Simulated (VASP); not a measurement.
These are PBE GGA with spin-orbit coupling, VASP's PBE PAW potentials (set 64) (plane waves; VASP) values and carry that method's errors.

VASP input:

**POSCAR**
```
Mo
1
   -1.5750000000     1.5750000000     1.5750000000
    1.5750000000    -1.5750000000     1.5750000000
    1.5750000000     1.5750000000    -1.5750000000
Mo
1
Direct
  0.0000000000   0.0000000000   0.0000000000
```

### INCAR
```
SYSTEM = Mo
PREC = Accurate
ENCUT = 400
EDIFF = 1E-6
NELM = 100
ALGO = Normal
LREAL = .FALSE.
LASPH = .TRUE.
ISMEAR = 1
SIGMA = 0.1
GGA = PE
LMAXMIX = 4
LWAVE = .FALSE.
LCHARG = .FALSE.
ISIF = 2
LSORBIT = .TRUE.
MAGMOM = 0 0 0
GGA_COMPAT = .FALSE.
```

File KPOINTS:
```
Automatic mesh
0
Gamma
12 12 12
0 0 0
```

POTCAR, in this order: Mo_sv (PBE.64 set). Program: vasp_ncl.

The run wrote:

File OSZICAR:
```
       N       E                     dE             d eps       ncg     rms          rms(c)
DAV:   1     0.114413530213E+03    0.11441E+03   -0.72503E+03  3182   0.109E+03
DAV:   2    -0.959129893162E+01   -0.12400E+03   -0.11997E+03  3582   0.372E+02
DAV:   3    -0.116888230121E+02   -0.20975E+01   -0.20858E+01  3750   0.501E+01
DAV:   4    -0.116959178120E+02   -0.70948E-02   -0.70943E-02  3474   0.329E+00
DAV:   5    -0.116959698562E+02   -0.52044E-04   -0.52044E-04  3736   0.248E-01    0.147E+01
DAV:   6    -0.111363205349E+02    0.55965E+00   -0.97835E-01  3446   0.121E+01    0.411E+00
DAV:   7    -0.110536905871E+02    0.82630E-01   -0.22228E-01  3690   0.532E+00    0.109E+00
DAV:   8    -0.110500467757E+02    0.36438E-02   -0.23882E-03  3468   0.650E-01    0.808E-01
DAV:   9    -0.110495490499E+02    0.49773E-03   -0.69071E-04  3548   0.368E-01    0.109E-01
DAV:  10    -0.110495746248E+02   -0.25575E-04   -0.10555E-05  3636   0.435E-02    0.625E-02
DAV:  11    -0.110495796662E+02   -0.50414E-05   -0.67606E-06  3420   0.338E-02    0.497E-03
DAV:  12    -0.110495794397E+02    0.22652E-06   -0.21412E-07  2142   0.582E-03
   1 F= -.11049579E+02 E0= -.11049474E+02  d E =-.317405E-03  mag=    -0.0000    -0.0000     0.0000
```

OUTCAR:
```
------------------------ aborting loop because EDIFF is reached ----------------------------------------
  FORCE on cell =-STRESS in cart. coord.  units (eV):
  Direction    XX          YY          ZZ          XY          YZ          ZX
  --------------------------------------------------------------------------------------
  Total        0.2137626      0.2137626      0.2137626      0.0000000      0.0000000     -0.0000000
  in kB       21.9149590     21.9149590     21.9149590      0.0000000      0.0000000     -0.0000000
  external PRESSURE =      21.9149590 kB  Pullay stress =       0.0000000 kB
  volume of cell :       15.63
      direct lattice vectors                 reciprocal lattice vectors
    -1.575000000  1.575000000  1.575000000     0.000000000  0.317460317  0.317460317
     1.575000000 -1.575000000  1.575000000     0.317460317  0.000000000  0.317460317
     1.575000000  1.575000000 -1.575000000     0.317460317  0.317460317  0.000000000
 POSITION                                       TOTAL-FORCE (eV/Angst)
 -----------------------------------------------------------------------------------
      0.00000      0.00000      0.00000        -0.000000      0.000000     -0.000000
 -----------------------------------------------------------------------------------
    total drift:                                0.000000     -0.000000     -0.000000
  FREE ENERGIE OF THE ION-ELECTRON SYSTEM (eV)
  ---------------------------------------------------
  free  energy   TOTEN  =       -11.0495794397 eV

  energy  without entropy=      -11.0492620342  energy(sigma->0) =      -11.04947364

 Ion:    1  E_soc:     -0.2056521
```
(Selected blocks of OUTCAR.)

The compound is Mo in the bcc structure. The cell was not relaxed at this level.
